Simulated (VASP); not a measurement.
Consider the following.

```
BN
1.0
    1.27701    -2.21184     0.00000
    1.27701     2.21184     0.00000
    0.00000     0.00000     4.22545
B N
2 2
Direct
  0.66667   0.33333   0.50028
  0.33333   0.66667   0.00028
  0.66667   0.33333   0.87472
  0.33333   0.66667   0.37472
```

Calculation: optB88-vdW, VASP's PBE PAW potentials (set 64) (plane waves; VASP 6.6.1). Run with 520 eV cut-off, Gaussian smearing of 0.050 eV, potentials B N.

Give the energies of bands 3 to 11 at the high-symmetry points, in eV from the valence-band maximum.

```json
[
 {"band": "3", "Γ": "-10.69", "M": "-9.30", "K": "-9.02", "A": "-5.59", "L": "-9.81", "H": "-8.65"},
 {"band": "4", "Γ": "-2.08", "M": "-7.64", "K": "-7.06", "A": "-5.59", "L": "-9.81", "H": "-8.65"},
 {"band": "5", "Γ": "-2.08", "M": "-6.76", "K": "-7.06", "A": "-1.15", "L": "-3.68", "H": "-7.54"},
 {"band": "6", "Γ": "-0.27", "M": "-4.88", "K": "-5.31", "A": "-1.15", "L": "-3.68", "H": "-7.54"},
 {"band": "7", "Γ": "0.00", "M": "-4.28", "K": "-5.29", "A": "-1.15", "L": "-3.50", "H": "-2.98"},
 {"band": "8", "Γ": "0.00", "M": "-2.07", "K": "-5.29", "A": "-1.15", "L": "-3.50", "H": "-2.98"},
 {"band": "9", "Γ": "8.43", "M": "6.88", "K": "5.39", "A": "9.56", "L": "6.76", "H": "9.43"},
 {"band": "10", "Γ": "8.43", "M": "8.08", "K": "13.44", "A": "9.56", "L": "6.76", "H": "9.43"},
 {"band": "11", "Γ": "8.65", "M": "10.65", "K": "13.44", "A": "9.97", "L": "10.13", "H": "10.28"}
]
```

The gap is indirect, 5.39 eV, from the valence maximum at Γ to the conduction minimum at K.

The compound is BN in the wurtzite structure, a metastable high-pressure form. It was relaxed first.
